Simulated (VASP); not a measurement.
Crystal: Mg2ZnTeS2.

```
CELL_PARAMETERS angstrom
4.29358 0.00000 0.00000
-2.14679 3.71835 0.00000
0.00000 0.00000 9.43330
ATOMIC_POSITIONS crystal
Mg 0.00000 0.00000 0.27373
Mg 0.00000 0.00000 0.72627
Zn 0.00000 0.00000 0.50000
Te 0.00000 0.00000 0.00000
S 0.33333 0.66667 0.50000
S 0.66667 0.33333 0.50000
```

The cell was built by a generator and needn't be a form met in nature.

| Property | Result |
| --- | --- |
| Program | VASP 6.6.1 |
| Task | relaxation of cell and atoms |
| Functional | PBE |
| Potentials or basis | VASP PAW PBE potentials, release 64 (Mg, Zn, Te, S) |
| Cutoff | 520 eV |
| k mesh | 4 × 4 × 2 |
| Occupations | gaussian, width 0.15 eV |
| Spin | no spin polarisation |

At the start: pressure 11.6 GPa; volume 25.10 Å³/atom.

**Question.** How do energy, volume and symmetry change on relaxing?

**Answer.** Over 8 steps the energy falls by 276.8 meV/atom and the volume is 31.47 Å³/atom (+25.4 %); space group P6/mmm (No. 191, to 0.05 Å).

The path:
```tsv
step	energy change (eV)	largest force (eV/Å)	pressure (GPa)	volume (Å³)
1	0.0000	3.2535	11.58	150.60
2	-1.5534	0.3391	-0.92	193.46
3	-1.5714	0.4892	0.10	187.05
4	-1.5718	0.4632	-0.11	187.95
5	-1.6256	0.3035	-0.10	188.34
6	-1.6585	0.0782	0.23	188.71
7	-1.6596	0.0553	0.18	188.86
8	-1.6606	0.0011	0.12	188.81
```

Final structure:
```
CELL_PARAMETERS angstrom
4.62336 0.00000 0.00000
-2.31168 4.00395 0.00000
0.00000 0.00000 10.19929
ATOMIC_POSITIONS crystal
Mg 0.00000 0.00000 0.25301
Mg 0.00000 0.00000 0.74699
Zn 0.00000 0.00000 0.50000
Te 0.00000 0.00000 0.00000
S 0.33333 0.66667 0.50000
S 0.66667 0.33333 0.50000
```

Caveat: the k mesh is coarse (spacing up to 0.42 Å⁻¹), so the values aren't converged; the volume moved by over 15 % at a fixed basis, so the end points are rough.
